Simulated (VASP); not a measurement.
Space group Fm-3m (No. 225); a = b = c = 3.9793 Å, α = β = γ = 90.00°

```json
[
 {"atom": "Li", "site": "4a", "symmetry": "m-3m", "x": "0.0000", "y": "0.0000", "z": "0.0000"},
 {"atom": "F", "site": "4b", "symmetry": "m-3m", "x": "0.5000", "y": "0.5000", "z": "0.5000"}
]
```
(The calculation used a cell of 2 atoms; values per cell refer to that cell.)

Calculation: r2SCAN meta-GGA, VASP's PBE PAW potentials (set 64) (plane waves; VASP). Run with 600 eV cut-off, 10×10×10 Γ-centred mesh, Gaussian smearing of 0.050 eV, potentials Li_sv F.

Each relaxation starts from this cell; other phases were not tried.

### Question
The cell is relaxed at 2 GPa. What happens?

### Answer
The volume per atom goes from 7.88 to 7.68 Å³ (-2.5 %), and the cell becomes a = b = c = 3.9460 Å, α = β = γ = 90.00°, space group Fm-3m. The gap on the mesh goes from 10.63 to 10.89 eV.

### Question
The cell is relaxed at 5 GPa. What happens?

### Answer
The volume per atom goes from 7.88 to 7.43 Å³ (-5.6 %), and the cell becomes a = b = c = 3.903 Å, α = β = γ = 90.00°, space group Fm-3m. The gap on the mesh goes from 10.63 to 11.23 eV.

Failed runs are left out, and for metals the shear rows, which the mesh's noise covers.

The compound is LiF in the rock salt structure.
